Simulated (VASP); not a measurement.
Level of theory: AM05 GGA, VASP's PBE PAW potentials (set 64) (plane waves; VASP 6.6.1).

The input files of a VASP run:

INCAR:
```
ALGO = Normal
EDIFF = 1E-7
EDIFFG = -0.01
ENCUT = 520
GGA = AM
IBRION = 2
ISIF = 4
ISMEAR = 1
LASPH = .TRUE.
LCHARG = .FALSE.
LMAXMIX = 4
LREAL = .FALSE.
LWAVE = .FALSE.
NELM = 100
NSW = 30
PREC = Accurate
SIGMA = 0.1
SYSTEM = NiSb
```

**KPOINTS**
```
Automatic mesh
0
Gamma
9 9 6
0 0 0
```

### POSCAR
```
NiSb
1
    1.9533658850    -3.3833291188     0.0000000000
    1.9533658850     3.3833291188     0.0000000000
    0.0000000000     0.0000000000     5.0740166138
Ni Sb
2 2
Direct
  0.0000000000   1.0000000000   0.5000000000
  0.0000000000   1.0000000000   1.0000000000
  0.3333330000   0.6666670000   0.2500000000
  0.6666670000   0.3333330000   0.7500000000
```

POTCAR, in this order: Ni Sb (PBE.64 set). Program: vasp_std.

Unless said otherwise, spin-orbit coupling is left out, though it shifts the bands of the heavy elements here.

Task: Estimate the energy per atom (σ→0), band gap (on the k-mesh).

Result: 
| Quantity | Result |
|---|---|
| energy per atom (σ→0) | -5.410 eV/atom |
| band gap (on the k-mesh) | none (metal, semimetal or under 0.01 eV) |

OSZICAR:
```
...
DAV:   1    -0.216416137594E+02   -0.35376E-03   -0.80064E-03  1908   0.727E-01    0.110E-01
DAV:   2    -0.216414630366E+02    0.15072E-03   -0.43640E-04  2408   0.381E-01    0.779E-02
DAV:   3    -0.216414242350E+02    0.38802E-04   -0.47048E-04  1996   0.422E-01    0.631E-02
DAV:   4    -0.216413617584E+02    0.62477E-04   -0.13489E-04  2344   0.209E-01    0.693E-03
DAV:   5    -0.216413623190E+02   -0.56061E-06   -0.14173E-05  1946   0.478E-02    0.417E-03
DAV:   6    -0.216413621790E+02    0.14006E-06   -0.54624E-07  2277   0.105E-02    0.244E-03
DAV:   7    -0.216413621133E+02    0.65656E-07   -0.67373E-08   951   0.226E-03
   2 F= -.21641362E+02 E0= -.21641195E+02  d E =-.102213E-03
```

The compound is NiSb in the NiAs type structure. This run relaxes it. Symmetry was kept, so distortions that lower it aren't found. The run is not spin-polarised, so no magnetic state was tried.
